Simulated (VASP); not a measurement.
Here is the system:

```
CELL_PARAMETERS angstrom
      4.60135     0.00000     0.00000
     -2.30068     3.98489     0.00000
      0.00000     0.00000     5.90006
ATOMIC_POSITIONS crystal
  Te 0.25670 0.00000 0.33333
  Te 0.00000 0.25670 0.66667
  Te 0.74330 0.74330 0.00000
```

Calculation: PBE GGA, VASP's PBE PAW potentials (set 64) (plane waves; VASP). Settings: PREC = Normal, 350 eV cut-off, 5×5×4 Γ-centred mesh, Gaussian smearing of 0.010 eV, potentials Te_GW.

Task: Estimate the energy per atom (σ→0), largest force.

Result: 
| Property | Value |
|---|---|
| energy per atom (σ→0) | -3.146 eV/atom |
| largest force | 0.189 eV/Å |

The structure comes from a computed database's Te entry (P3_121); how it stands against other phases isn't given here. The cell was not relaxed at this level.
